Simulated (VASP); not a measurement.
Method: AM05 GGA, VASP's PBE PAW potentials (set 64) (plane waves; VASP).

The input files of a VASP run:

INCAR:
```
SIGMA = 0.05   # width (eV)
GGA = AM
LMAXMIX = 6   # l cut-off of mixed one-centre charges
EDIFF = 1E-7
LASPH = T   # aspherical one-centre terms
NELM = 100
ISMEAR = 0   # Gaussian
SYSTEM = WSe2
ALGO = Normal   # blocked Davidson
LCHARG = F
ENCUT = 520   # plane-wave cut-off (eV)
ICHARG = 11   # fixed density
LREAL = F
PREC = Accurate
LWAVE = F
LORBIT = 11   # lm-projected
```

### KPOINTS
```
k-points along high-symmetry lines
10
Line-mode
Reciprocal
  0.000000   0.000000   0.000000 ! GAMMA
  0.000000   0.500000   0.000000 ! M

  0.000000   0.500000   0.000000 ! M
 -0.333333   0.666667   0.000000 ! K

 -0.333333   0.666667   0.000000 ! K
  0.000000   0.000000   0.000000 ! GAMMA

  0.000000   0.000000   0.000000 ! GAMMA
  0.000000   0.000000   0.500000 ! A

  0.000000   0.000000   0.500000 ! A
  0.000000   0.500000   0.500000 ! L

  0.000000   0.500000   0.500000 ! L
 -0.333333   0.666667   0.500000 ! H

 -0.333333   0.666667   0.500000 ! H
  0.000000   0.000000   0.500000 ! A

  0.000000   0.500000   0.500000 ! L
  0.000000   0.500000   0.000000 ! M

 -0.333333   0.666667   0.500000 ! H
 -0.333333   0.666667   0.000000 ! K
```

### POSCAR
```
WSe2
1
    1.6333571024    -2.8290571684     0.0000000000
    1.6333571024     2.8290571684     0.0000000000
    0.0000000000     0.0000000000    14.4300309234
W Se
2 4
Direct
  0.3333330000   0.6666670000   0.2500000000
  0.6666670000   0.3333330000   0.7500000000
  0.3333330000   0.6666670000   0.8659324612
  0.6666670000   0.3333330000   0.3659324612
  0.6666670000   0.3333330000   0.1340675388
  0.3333330000   0.6666670000   0.6340675388
```

POTCAR, in this order: W_sv Se (PBE.64 set). Program: vasp_std. Read from the step before: CHGCAR.

Output

OSZICAR:
```
       N       E                     dE             d eps       ncg     rms          rms(c)
DAV:   1     0.508977224428E+03    0.50898E+03   -0.28477E+04  6364   0.161E+03
DAV:   2    -0.106385841069E+02   -0.51962E+03   -0.50819E+03  6757   0.419E+02
DAV:   3    -0.428692808176E+02   -0.32231E+02   -0.31466E+02  6932   0.928E+01
DAV:   4    -0.438596843420E+02   -0.99040E+00   -0.98670E+00  7011   0.159E+01
DAV:   5    -0.438819098107E+02   -0.22225E-01   -0.22210E-01  7289   0.242E+00
DAV:   6    -0.438825440609E+02   -0.63425E-03   -0.63409E-03  7140   0.394E-01
DAV:   7    -0.438825594285E+02   -0.15368E-04   -0.15364E-04  7311   0.678E-02
DAV:   8    -0.438825599737E+02   -0.54526E-06   -0.54523E-06  6859   0.129E-02
DAV:   9    -0.438825599971E+02   -0.23330E-07   -0.23314E-07  5395   0.270E-03
   1 F= -.43882560E+02 E0= -.43882560E+02  d E =-.324370E-26
```

**OUTCAR**
```
 val. band max:        4.9288742519   @ k =  -0.3333   0.6667   0.0000

 cond. band min:       6.3070983842   @ k =  -0.1852   0.3704   0.0000



 k-point     1 :       0.0000    0.0000    0.0000
  band No.  band energies     occupation
      1     -69.1113      2.00000
      2     -69.1113      2.00000
      3     -33.3569      2.00000
      4     -33.3569      2.00000
      5     -33.2032      2.00000
      6     -33.2032      2.00000
      7     -33.2032      2.00000
      8     -33.2032      2.00000
      9     -10.0554      2.00000
     10     -10.0001      2.00000
     11      -8.7730      2.00000
     12      -8.6726      2.00000
     13      -1.6585      2.00000
     14      -1.2641      2.00000
     15       2.0631      2.00000
     16       2.5432      2.00000
     17       2.5432      2.00000
     18       2.5460      2.00000
     19       2.5460      2.00000
     20       3.2782      2.00000
     21       3.7090      2.00000
     22       3.7091      2.00000
     23       3.7184      2.00000
     24       3.7184      2.00000
     25       4.1504      2.00000
     26       4.8309      2.00000
     27       7.9464      0.00000
     28       7.9471      0.00000
     29       7.9575      0.00000
     30       7.9628      0.00000
     31       8.1332      0.00000

 k-point     2 :       0.0000    0.0556    0.0000
  band No.  band energies     occupation
      1     -69.1110      2.00000
      2     -69.1110      2.00000
      3     -33.3554      2.00000
      4     -33.3554      2.00000
      5     -33.2110      2.00000
      6     -33.2110      2.00000
      7     -33.2050      2.00000
      8     -33.2050      2.00000
      9     -10.0068      2.00000
     10      -9.9514      2.00000
     11      -8.7479      2.00000
     12      -8.6488      2.00000
     13      -1.5965      2.00000
     14      -1.2019      2.00000
     15       2.0020      2.00000
     16       2.3932      2.00000
     17       2.3971      2.00000
     18       2.5906      2.00000
...
```

The density is held fixed in this step, so its total energy and stress have no physical meaning. Without a dispersion term in the relaxation, distances and binding between the weakly bound layers, chains or molecules are unreliable, and so is what depends on them. Unless said otherwise, spin-orbit coupling is left out, though it shifts the bands of the heavy elements here.

The compound is WSe2 in the 2H layered structure. It was relaxed first, which changed the volume by +10 %.
